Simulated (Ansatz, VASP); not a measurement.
**Cross-check of ZnSi3O7 (undercooled, nearly rigid 75SiO2-25ZnO (mol %) at 1800 K) between VASP and Ansatz**

Aim: how closely do two programs agree when they are given the same cell, functional and k mesh? The cell is taken from a series of runs on this material, whose earlier steps may have relaxed, scaled, displaced or heated it; both programs get it as it stands.

Method: plane waves, with VASP 6.6.1 beside it; single point at PBE, in Ansatz 0.2.0.

## 1. The structure

The cell holds 143 atoms: 39 Si, 13 Zn and 91 O. Cell: a = 12.772 Å, b = 12.772 Å, c = 12.772 Å, α = 90.0°, β = 90.0°, γ = 90.0°. As first built, before any earlier steps moved the atoms (in the runner's words): 143 atoms (39 Si, 13 Zn, 91 O) placed at random at 2.71 g/cm^3, melted at 4000 K for 10 ps at fixed volume with the Morse and Coulomb pair potential with partial charges (Pedone, Malavasi, Menziani, Cormack and Segre, J. Phys. Chem. B 110, 11780 (2006)). Snapshot at the end of a hold of 10 ps at 1800 K and fixed volume.

## 2. VASP: single point, PBE

With cell and atoms fixed, the geometry can't cause a difference; cores, projectors, grids and the points listed under the comparison can.

Lines of VASP's logs that name or quote its potential files are left out, and so is its time.

Input file INCAR:

```
SYSTEM = ZnSi3O7
PREC = Accurate
ENCUT = 600
EDIFF = 1E-06
NELM = 120
ISMEAR = -1
SIGMA = 0.155
LREAL = Auto
ALGO = Normal
GGA = PE
NBANDS = 529
LORBIT = 11
LWAVE = .FALSE.
LCHARG = .FALSE.
ISIF = 2
LASPH = .TRUE.
GGA_COMPAT = .FALSE.
EFERMI = MIDGAP
```

Input file POSCAR:

```
ZnSi3O7
1.0
   12.7717000000      0.0000000000      0.0000000000
    0.0000000000     12.7717000000      0.0000000000
    0.0000000000      0.0000000000     12.7717000000
Si Zn O
39 13 91
Direct
    0.2731000000      0.9910500000      0.8637200000
    0.8630800000      0.3147300000      0.0507900000
    0.3892400000      0.0784100000      0.0811300000
    0.5305200000      0.4181400000      0.0206400000
    0.7909600000      0.0732800000      0.9885100000
    0.1296000000      0.7532500000      0.2971600000
    0.3358800000      0.2450600000      0.2401600000
    0.0467000000      0.5577800000      0.1658400000
    0.6096200000      0.1130000000      0.4557600000
    0.5416000000      0.2444900000      0.7595200000
    0.9882500000      0.1113900000      0.2747600000
    0.6026200000      0.3326900000      0.5383300000
    0.5548200000      0.7999200000      0.4197700000
    0.0856600000      0.5313400000      0.7067800000
    0.0006000000      0.1250800000      0.5298700000
    0.0694300000      0.3747500000      0.5064000000
    0.7493600000      0.3891500000      0.8377600000
    0.6252500000      0.8378800000      0.1880100000
    0.8112000000      0.3877800000      0.4474500000
    0.1829800000      0.2153300000      0.8485900000
    0.9539700000      0.7427600000      0.6872200000
    0.7738100000      0.0267900000      0.2873800000
    0.3738300000      0.1148500000      0.4465500000
    0.7400000000      0.3011400000      0.2550500000
    0.0557600000      0.8454900000      0.8824100000
    0.8858300000      0.8258400000      0.2974700000
    0.3597200000      0.3778100000      0.8524400000
    0.7559000000      0.6041900000      0.7053900000
    0.1102800000      0.3488900000      0.2716500000
    0.3176700000      0.5980200000      0.7304500000
[... 107 atom lines left out ...]
    0.3263800000      0.0515100000      0.9701400000
    0.0703000000      0.2761700000      0.7906800000
    0.6005500000      0.8346700000      0.3049500000
    0.5526200000      0.9294200000      0.6792800000
    0.3518000000      0.5842600000      0.6148700000
    0.6347800000      0.0439000000      0.5529700000
```

Input file KPOINTS:

```
Automatic mesh
0
Gamma
1 1 1
0 0 0
```

Potentials, in the order of the species: Si, Zn and O (PBE family, release 64).

Launch:

```
> export OMP_NUM_THREADS=3
> mpirun -np 1 vasp_gam
```

Numbers of over 12 decimals in the logs are rounded to 6 here.

Log:

```text
[banner, memory and clock lines left out]
running    1 mpi-ranks, on    1 nodes
[...]
Offloading initialized ...    1 GPUs detected
[...]
LDA part: xc-table for (Slater+PW92), standard interpolation
 POSCAR, INCAR and KPOINTS ok, starting setup
[...]
entering main loop
       N       E                     dE             d eps       ncg     rms          rms(c)
DAV:   1     0.136809681614E+05    0.13681E+05   -0.46959E+05  1058   0.199E+03
DAV:   2     0.110515218987E+04   -0.12576E+05   -0.11972E+05  1178   0.538E+02
DAV:   3    -0.100308910920E+04   -0.21082E+04   -0.20571E+04  1171   0.235E+02
DAV:   4    -0.115119982963E+04   -0.14811E+03   -0.14652E+03  1236   0.685E+01
[...]
DAV:  19    -0.979784732704E+03   -0.56005E-05   -0.10318E-04  1308   0.252E-02    0.133E-02
DAV:  20    -0.979784731845E+03    0.85926E-06   -0.11012E-05  1140   0.120E-02    0.874E-03
DAV:  21    -0.979784731431E+03    0.41332E-06   -0.25672E-06   876   0.134E-02
   1 F= -.97978473E+03 E0= -.97975479E+03  d E =-.598910E-01
```

Parts of OUTCAR (step 2):

```text
  FREE ENERGIE OF THE ION-ELECTRON SYSTEM (eV)
  ---------------------------------------------------
  free  energy   TOTEN  =      -979.7847314313 eV

  energy  without entropy=     -979.7248404541  energy(sigma->0) =     -979.75478594

[... 1 further part left out ...]
```

The run ends at a pressure of 3.01 GPa, with forces up to 11 eV/Å.

## 3. Ansatz: single point, PBE

Ansatz runs on its default PAW (the set named soft_2) files.

The same cell, functional, mesh and smearing now go to Ansatz, which takes its cutoff from its data sets.

Input file input.yaml:

```yaml
crystal:
  lattice:
    - [12.7717, 0.0, 0.0]
    - [0.0, 12.7717, 0.0]
    - [0.0, 0.0, 12.7717]
  atoms:
    - { symbol: Si, position: [0.2731, 0.99105, 0.86372] }
    - { symbol: Si, position: [0.86308, 0.31473, 0.05079] }
    - { symbol: Si, position: [0.38924, 0.07841, 0.08113] }
    - { symbol: Si, position: [0.53052, 0.41814, 0.02064] }
    - { symbol: Si, position: [0.79096, 0.07328, 0.98851] }
    - { symbol: Si, position: [0.1296, 0.75325, 0.29716] }
    - { symbol: Si, position: [0.33588, 0.24506, 0.24016] }
    - { symbol: Si, position: [0.0467, 0.55778, 0.16584] }
    - { symbol: Si, position: [0.60962, 0.113, 0.45576] }
    - { symbol: Si, position: [0.5416, 0.24449, 0.75952] }
    - { symbol: Si, position: [0.98825, 0.11139, 0.27476] }
    - { symbol: Si, position: [0.60262, 0.33269, 0.53833] }
    - { symbol: Si, position: [0.55482, 0.79992, 0.41977] }
    - { symbol: Si, position: [0.08566, 0.53134, 0.70678] }
    - { symbol: Si, position: [0.0006, 0.12508, 0.52987] }
    - { symbol: Si, position: [0.06943, 0.37475, 0.5064] }
    - { symbol: Si, position: [0.74936, 0.38915, 0.83776] }
    - { symbol: Si, position: [0.62525, 0.83788, 0.18801] }
    - { symbol: Si, position: [0.8112, 0.38778, 0.44745] }
    - { symbol: Si, position: [0.18298, 0.21533, 0.84859] }
    - { symbol: Si, position: [0.95397, 0.74276, 0.68722] }
    - { symbol: Si, position: [0.77381, 0.02679, 0.28738] }
    - { symbol: Si, position: [0.37383, 0.11485, 0.44655] }
    - { symbol: Si, position: [0.74, 0.30114, 0.25505] }
    - { symbol: Si, position: [0.05576, 0.84549, 0.88241] }
    - { symbol: Si, position: [0.88583, 0.82584, 0.29747] }
    - { symbol: Si, position: [0.35972, 0.37781, 0.85244] }
    - { symbol: Si, position: [0.7559, 0.60419, 0.70539] }
    - { symbol: Si, position: [0.11028, 0.34889, 0.27165] }
    - { symbol: Si, position: [0.31767, 0.59802, 0.73045] }
[... 107 atom lines left out ...]
    - { symbol: O, position: [0.32638, 0.05151, 0.97014] }
    - { symbol: O, position: [0.0703, 0.27617, 0.79068] }
    - { symbol: O, position: [0.60055, 0.83467, 0.30495] }
    - { symbol: O, position: [0.55262, 0.92942, 0.67928] }
    - { symbol: O, position: [0.3518, 0.58426, 0.61487] }
    - { symbol: O, position: [0.63478, 0.0439, 0.55297] }
kpoints:
  mp_grid: { grid: [1, 1, 1] }
hamiltonian:
  xc: pbe
scf:
  occupations: { method: fermi_dirac, width: 0.155 }
output:
  forces: true
  stress: true
  populations: true
  dos:
    method: { smearing: { sigma: 0.15 } }
    de: 0.1
    projected: { site_lists: { O: [O], Si: [Si], Zn: [Zn] } }
  eigenvalues: true
  write_density: true
  write_potential: true
  volumetric_format: npy
```

Launch:

```
> ansatz run input.yaml --threads 8 --pin off --max-ram 15872MiB --backend cpu --events-out ev --progress --plain --runs-dir out
```

Log:

```text
band count auto-derived: 585 (N_el = 858.0; filled up to band 429; 572 by the electrons, moments and atoms)
Engine: ansatz 0.2.0, aarch64-unknown-linux-gnu
Pseudopotentials: kind: paw
Pseudopotential: Si, paw, valence charge 4, recommended cutoff 420 eV (normal), Si.paw.azcp
Pseudopotential: Zn, paw, valence charge 12, recommended cutoff 420 eV (normal), Zn.paw.azcp
Pseudopotential: O, paw, valence charge 6, recommended cutoff 420 eV (normal), O.paw.azcp
Functional definition: PBE
  parameter kappa = 0.804
  parameter beta = 0.066725
  exchange = pbe_x(kappa = kappa, mu = beta*pi^2/3)
  correlation = pbe_c(beta = beta)
Crystal: 143 atoms, lattice volume = 2083.273 Å³
Basis set: ecut = 420 eV, 40651 PW (Γ), exchange–correlation on 180×180×180 points (8 copies of the dense FFT grid, shifted against one another)
Bands: 585, of which v1, the nominal top of the filled ones, is band 429 counted from 1 (428 counted from 0)
Symmetry: 1 space group operations
Space group: P1 (ITA 1), of the structure as read, at distance tolerance 1.3e-4 Å
k-points: 1
Non-local potential: Si, projectors of the file, l = 0: 2, l = 1: 2, l = 2: 2
Non-local potential: Zn, projectors of the file, l = 0: 2, l = 1: 2, l = 2: 3, l = 3: 1
Non-local potential: O, projectors of the file, l = 0: 2, l = 1: 2, l = 2: 1
PAW form: soft (Blöchl's): semilocal exchange-correlation on the pseudo side does not see the compensation charge
PAW one-centre angular grid: Si, 110 points (default); XC on 64 Gauss nodes
PAW one-centre angular grid: Zn, 590 points (default); XC on 64 Gauss nodes
PAW one-centre angular grid: O, 110 points (default); XC on 64 Gauss nodes
Initial density: superposition of atomic densities (neutral atoms: chi_scale 0, normalization atom), corrected by the library's trained network
Initial wavefunctions: pseudopotential atomic-orbital guess
Functional: x = pbe(κ = 0.804, μ = 0.219515), c = pbe(β = 0.066725)
SCF iter   1: F=—  HF=-119656.807522 eV  |F-HF|=—  |Δ(HF+E_count)|=         —  Δρ=3.34e-3  dr2=4.78e-1  ethr=1.77e-3  ⟨swp⟩=6.0  Hψ=2517  notcnv=0  defer=101
preconditioner: auto → Resta (q_TF=auto, 2.353 Å⁻¹)  ε∞=3.5  [insulator: Δε(μ)=1.546 eV  Ē_g=14.926 eV  σ=0.155 eV  W_gap=0.99  n_scr=460 (ndim 8)  ℏωp=23.8 eV  f_vac=0.198  D(μ)=0.22/eV (n_scr^D=0)  ε∞_Penn≈3.5]
SCF iter   2: F=—  HF=-119656.738472 eV  |F-HF|=—  |Δ(HF+E_count)|=   6.90e-2  Δρ=1.83e-3  dr2=1.25e-1  ethr=5.57e-5  ⟨swp⟩=2.0  Hψ=819  notcnv=0  defer=101
SCF iter   3: F=—  HF=-119656.716427 eV  |F-HF|=—  |Δ(HF+E_count)|=   2.20e-2  Δρ=9.54e-4  dr2=3.80e-2  ethr=1.45e-5  ⟨swp⟩=2.0  Hψ=807  notcnv=0  defer=101
SCF iter   4: F=—  HF=-119656.707784 eV  |F-HF|=—  |Δ(HF+E_count)|=   8.64e-3  Δρ=3.69e-4  dr2=3.53e-3  ethr=4.43e-6  ⟨swp⟩=2.0  Hψ=811  notcnv=0  defer=101
SCF iter   5: F=—  HF=-119656.707629 eV  |F-HF|=—  |Δ(HF+E_count)|=   1.55e-4  Δρ=2.41e-4  dr2=1.12e-3  ethr=4.11e-7  ⟨swp⟩=2.0  Hψ=811  notcnv=0  defer=101
SCF iter   6: F=—  HF=-119656.707526 eV  |F-HF|=—  |Δ(HF+E_count)|=   1.03e-4  Δρ=6.40e-5  dr2=9.19e-5  ethr=1.31e-7  ⟨swp⟩=2.0  Hψ=811  notcnv=0  defer=101
SCF iter   7: F=—  HF=-119656.707893 eV  |F-HF|=—  |Δ(HF+E_count)|=   3.67e-4  Δρ=3.42e-5  dr2=2.44e-5  ethr=1.07e-8  ⟨swp⟩=2.0  Hψ=1087  notcnv=0  defer=103
SCF iter   8: F=—  HF=-119656.707901 eV  |F-HF|=—  |Δ(HF+E_count)|=   7.59e-6  Δρ=1.40e-5  dr2=4.59e-6  ethr=2.84e-9  ⟨swp⟩=2.0  Hψ=846  notcnv=0  defer=103
SCF iter   9: F=—  HF=-119656.707903 eV  |F-HF|=—  |Δ(HF+E_count)|=   2.05e-6  Δρ=6.95e-6  dr2=8.57e-7  ethr=5.35e-10  ⟨swp⟩=2.0  Hψ=837  notcnv=0  defer=103
SCF iter  10: F=—  HF=-119656.707903 eV  |F-HF|=—  |Δ(HF+E_count)|=   1.06e-7  Δρ=2.78e-6  dr2=1.64e-7  ethr=9.99e-11  ⟨swp⟩=2.0  Hψ=887  notcnv=0  defer=103
SCF iter  11: F=-119656.707903 eV  HF=-119656.707903 eV  |F-HF|=4.03e-9  |Δ(HF+E_count)|=   7.23e-8  Δρ=1.24e-6  dr2=3.32e-8  ethr=1.17e-11  ⟨swp⟩=20.0  Hψ=5053  notcnv=0
SCF 1 converged in 11 iterations: F = -119656.707903 eV  dr2 = 3.32e-8
  greatest PAW one-centre occupation: 0.991 electrons in one spin orbital (limit 2), on the Zn atom at site 41 (counted from 0), in its partial waves of l = 2
SCF converged after 11 iterations
Free energy (F): -119656.707903 eV
Harris-Foulkes:  -119656.707903 eV  (|F-HF|=4.03e-9)
Internal energy: -119656.649548 eV  (E = F + TS)
E sigma→0 (E₀):  -119656.678726 eV
Entropy (-TS):   -0.058355 eV (-0.408 meV/atom)
Fermi energy:    4.287055 eV
--- Per-component energies (eV) ---
  E_band       = -3712.805799
  E_kinetic    = 19610.408793
  E_local      = -81362.779048  (includes V_loc(G=0)·N_el)
  E_nonlocal   = 13382.342493
  E_hartree    = 32230.199118
  E_xc         = -10664.433653
  E_vxc        = -11087.043445  (∫ρ·V_xc dr)
  E_paw        = -58295.029187  (= ΣΔE_a)
  E_vpaw       = -8716.361560  (= ΣTr[D̂ρ^β])
  E_aug_tail   = 0.226276  (compensation charges beyond the density's cutoff)
  E_ewald      = -34557.584340
[...]
--- Löwdin populations: 143 sites ---
  site symbol       q [e]
     0     Si      2.2418
     1     Si      2.2860
     2     Si      2.2450
     3     Si      2.2764
     4     Si      2.2048
     5     Si      2.2539
     6     Si      2.1847
     7     Si      2.3022
     8     Si      2.1669
     9     Si      2.2569
    10     Si      2.2849
    11     Si      2.2179
    12     Si      2.2821
    13     Si      2.2249
    14     Si      2.3670
    15     Si      2.2033
    16     Si      2.3051
    17     Si      2.2589
    18     Si      2.2439
    19     Si      2.2856
    20     Si      2.2864
    21     Si      2.2480
    22     Si      2.2499
    23     Si      2.2490
[...]
135      O      6.7749
   136      O      6.7817
   137      O      6.7752
   138      O      6.8055
   139      O      6.7913
   140      O      6.8152
   141      O      6.9568
   142      O      6.8035
  spilling = 0.012164 (of n_electrons = 858.000000)
```

Reading the cycles: dr2 is the Hartree energy of the density residual (eV), the measure of convergence; HF is the Harris–Foulkes estimate of the energy, which meets the free energy F at convergence.

## 4. Comparison

Known differences besides the potentials themselves: the cutoff is 420 eV in Ansatz and 600 eV in VASP (PREC = Accurate, projectors in real space). Total energies have different zeros and are not compared.

Both answers:

```csv
quantity,Ansatz,VASP,difference
pressure (GPa),3.02,3.01,+0.01
gap on the k mesh (eV),1.353,1.342,+0.011
```

Forces on 10 of the 143 atoms, those with the largest forces and the largest differences (eV/Å; atoms numbered as in POSCAR):

```csv
atom,"Ansatz x, y, z","VASP x, y, z"
Si2,"1.363, 0.234, -9.124","1.383, 0.292, -9.146"
Si3,"-8.163, -4.608, 1.224","-8.149, -4.611, 1.255"
Si16,"-6.603, -7.253, -3.434","-6.593, -7.249, -3.390"
Si25,"5.841, -4.455, -8.762","5.834, -4.379, -8.700"
Zn43,"1.007, -0.353, -0.046","1.103, -0.432, -0.067"
Zn52,"-1.797, 1.976, -0.013","-1.882, 2.067, -0.023"
O77,"5.733, 6.739, 2.442","5.804, 6.819, 2.462"
O89,"-0.812, -6.455, -6.048","-0.809, -6.514, -6.087"
O112,"-6.186, 3.682, 8.889","-6.203, 3.687, 8.838"
O130,"-1.476, 1.470, 1.094","-1.568, 1.601, 1.119"
```

The forces differ by 37 meV/Å r.m.s., which is 1.4 % of the r.m.s. force of 2.704 eV/Å (both taken over all components). A gap on the mesh is an upper bound, since the band edges may lie between its points.

## 5. Results

```json
{"r.m.s. force difference (single point, PBE)": "1.4 % of the r.m.s. force"}
```

In words: The r.m.s. force difference is 1.4 % of the r.m.s. force (single point, PBE), within the 3 % picked in this series as the mark of a large difference. Such differences can come from data sets, numerical settings and the points named under the comparisons, not from the functional's error against experiment.

[Lines on the potential files, build, host, timing and source positions are cut from VASP's logs without a mark.]

[Logs are printed without paths, hosts, clocks, repeated set-up lines and the standing remarks that a program may print on its own settings, such as how far it seeks lower states.]

[Hosts, paths, dates, database ids (printed as entryN), source tags and the programs' standing remarks are cut or masked in the printed files.]
